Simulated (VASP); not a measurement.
Output of a VASP run:

File OUTCAR:
```
 ion  position               nearest neighbor table
   1  0.000  0.000  0.000-
  LATTYP: Found a face centered cubic cell.
 ALAT       =     5.2859657074
 Subroutine PRICEL returns:
 Original cell was already a primitive cell.
 Subroutine GETGRP returns: Found 48 space group operations
The static configuration has the point symmetry O_h .
The dynamic configuration has the point symmetry O_h .
 Subroutine INISYM returns: Found 48 space group operations
 Subroutine IBZKPT returns following result:
 Found     35 irreducible k-points:

 Following reciprocal coordinates:
            Coordinates               Weight
  0.000000  0.000000  0.000000      1.000000
  0.111111  0.000000  0.000000      8.000000
  0.222222  0.000000  0.000000      8.000000
  0.333333  0.000000  0.000000      8.000000
  0.444444  0.000000  0.000000      8.000000
  0.111111  0.111111  0.000000      6.000000
  0.222222  0.111111  0.000000     24.000000
  0.333333  0.111111  0.000000     24.000000
  0.444444  0.111111  0.000000     24.000000
 -0.444444  0.111111  0.000000     24.000000
 -0.333333  0.111111  0.000000     24.000000
 -0.222222  0.111111  0.000000     24.000000
 -0.111111  0.111111  0.000000     12.000000
  0.222222  0.222222  0.000000      6.000000
  0.333333  0.222222  0.000000     24.000000
  0.444444  0.222222  0.000000     24.000000
 -0.444444  0.222222  0.000000     24.000000
 -0.333333  0.222222  0.000000     24.000000
 -0.222222  0.222222  0.000000     12.000000
  0.333333  0.333333  0.000000      6.000000
  0.444444  0.333333  0.000000     24.000000
 -0.444444  0.333333  0.000000     24.000000
 -0.333333  0.333333  0.000000     12.000000
  0.444444  0.444444  0.000000      6.000000
 -0.444444  0.444444  0.000000     12.000000
  0.333333  0.222222  0.111111     24.000000
  0.444444  0.222222  0.111111     48.000000
 -0.444444  0.222222  0.111111     48.000000
  0.444444  0.333333  0.111111     24.000000
 -0.444444  0.333333  0.111111     48.000000
 -0.333333  0.333333  0.111111     48.000000
 -0.222222  0.333333  0.111111     24.000000
 -0.444444  0.444444  0.111111     24.000000
 -0.333333  0.444444  0.111111     24.000000
 -0.333333  0.444444  0.222222     24.000000
   k-points           NKPTS =     35   k-points in BZ     NKDIM =     35   number of bands    NBANDS=      8
   number of dos      NEDOS =    301   number of ions     NIONS =      1
   total plane-waves  NPLWV =  21952
   dimension x,y,z NGX =    28 NGY =   28 NGZ =   28
   dimension x,y,z NGXF=    56 NGYF=   56 NGZF=   56
   ions per type =               1
   PREC   = accura    normal or accurate (medium, high low for compatibility)
   ISTART =      0    job   : 0-new  1-cont  2-samecut
   ICHARG =      2    charge: 1-file 2-atom 10-const
   ISPIN  =      1    spin polarized calculation?
   LNONCOLLINEAR =      F non collinear calculations
   LSORBIT =      F    spin-orbit coupling
   INIWAV =      1    electr: 0-lowe 1-rand  2-diag
   ENCUT  =  520.0 eV  38.22 Ry    6.18 a.u.   6.95  6.95  6.95*2*pi/ulx,y,z
   NELM   =    100;   NELMIN=  2; NELMDL= -5     # of ELM steps
   EDIFF  = 0.1E-06   stopping-criterion for ELM
   LREAL  =      F    real-space projection
   NLSPLINE    = F    spline interpolate recip. space projectors
   LMAXMIX     =    6 max onsite mixed and CHGCAR
   VOSKOWN=      0    Vosko Wilk Nusair interpolation
   EDIFFG = 0.1E-05   stopping-criterion for IOM
   NSW    =      0    number of steps for IOM
   NBLOCK =      1;   KBLOCK =      1    inner block; outer block
   IBRION =     -1    ionic relax: 0-MD 1-quasi-New 2-CG
   NFREE  =      0    steps in history (QN), initial steepest desc. (CG)
   ISIF   =      2    stress and relaxation
   ISYM   =      2    0-nonsym 1-usesym 2-fastsym
   TEIN   =    0.0    initial temperature
   TEBEG  =    0.0;   TEEND  =   0.0 temperature during run
   SMASS  =  -3.00    Nose mass-parameter (am)
...
```

File OSZICAR:
```
       N       E                     dE             d eps       ncg     rms          rms(c)
DAV:   1     0.509238967251E+01    0.50924E+01   -0.42796E+03   576   0.863E+02
DAV:   2     0.901529542106E+00   -0.41909E+01   -0.40853E+01   632   0.497E+01
DAV:   3     0.872013468413E+00   -0.29516E-01   -0.29516E-01   864   0.498E+00
DAV:   4     0.871982802634E+00   -0.30666E-04   -0.30666E-04   696   0.120E-01
DAV:   5     0.871982769031E+00   -0.33604E-07   -0.33497E-07   832   0.466E-03    0.834E+00
DAV:   6     0.860757942733E+00   -0.11225E-01   -0.11226E-03   672   0.297E-01    0.501E+00
DAV:   7     0.854104682527E+00   -0.66533E-02   -0.28320E-03   680   0.491E-01    0.477E-02
DAV:   8     0.854065650564E+00   -0.39032E-04   -0.53631E-05   608   0.690E-02    0.136E-02
DAV:   9     0.854059175591E+00   -0.64750E-05   -0.95811E-06   672   0.275E-02    0.290E-03
DAV:  10     0.854059573246E+00    0.39766E-06   -0.15336E-06   600   0.101E-02    0.336E-03
DAV:  11     0.854059549116E+00   -0.24130E-07   -0.60904E-08   480   0.228E-03
   1 F= 0.85405955E+00 E0= 0.85406174E+00  d E =-.437752E-05
```

**OUTCAR**
```
------------------------ aborting loop because EDIFF is reached ----------------------------------------
  FORCE on cell =-STRESS in cart. coord.  units (eV):
  Direction    XX          YY          ZZ          XY          YZ          ZX
  --------------------------------------------------------------------------------------
  Total        0.0429068      0.0429068      0.0429068     -0.0000000      0.0000000     -0.0000000
  in kB        1.8617591      1.8617591      1.8617591     -0.0000000      0.0000000     -0.0000000
  external PRESSURE =       1.8617591 kB  Pullay stress =       0.0000000 kB
  volume of cell :       36.92
      direct lattice vectors                 reciprocal lattice vectors
     0.000000000  2.642982854  2.642982854    -0.189180191  0.189180191  0.189180191
     2.642982854  0.000000000  2.642982854     0.189180191 -0.189180191  0.189180191
     2.642982854  2.642982854  0.000000000     0.189180191  0.189180191 -0.189180191
 POSITION                                       TOTAL-FORCE (eV/Angst)
 -----------------------------------------------------------------------------------
      0.00000      0.00000      0.00000         0.000000     -0.000000      0.000000
 -----------------------------------------------------------------------------------
    total drift:                               -0.000000     -0.000000     -0.000000
  FREE ENERGIE OF THE ION-ELECTRON SYSTEM (eV)
  ---------------------------------------------------
  free  energy   TOTEN  =         0.8540595491 eV

  energy  without entropy=        0.8540639266  energy(sigma->0) =        0.85406174
```
(Selected blocks of OUTCAR.)

File POSCAR:
```
Yb
1
    0.0000000000     2.6429828537     2.6429828537
    2.6429828537     0.0000000000     2.6429828537
    2.6429828537     2.6429828537     0.0000000000
Yb
1
Direct
  0.0000000000   0.0000000000   0.0000000000
```

Task: Write an INCAR and KPOINTS that could have produced this output.

Result: Several could match; the one computed here: the input of the run itself, vdW-DF-cx, plane waves, VASP's PBE PAW potentials (set 64).

**INCAR**
```
# general
SYSTEM    =  Yb
PREC      =  Accurate
ENCUT     =  520
LREAL     =  .FALSE.
LASPH     =  .TRUE.

# electronic loop
EDIFF     =  1E-7
NELM      =  100
ALGO      =  Normal
LMAXMIX   =  6

# smearing
ISMEAR    =  0
SIGMA     =  0.05

# functional
GGA       =  CX
LUSE_VDW  =  .TRUE.
AGGAC     =  0.0

# ions
ISIF      =  2

# output
LWAVE     =  .FALSE.
LCHARG    =  .FALSE.
```

### KPOINTS
```
K-points
0
G
  9 9 9
```

POTCAR, in this order: Yb_2 (PBE.64 set). Program: vasp_std.

The 4f electrons are frozen in the core of the lanthanide potential, so 4f levels, which can set the real gap, and their magnetism are missing.

The compound is Yb in the fcc structure. It was relaxed first, which changed the volume by -10 %.
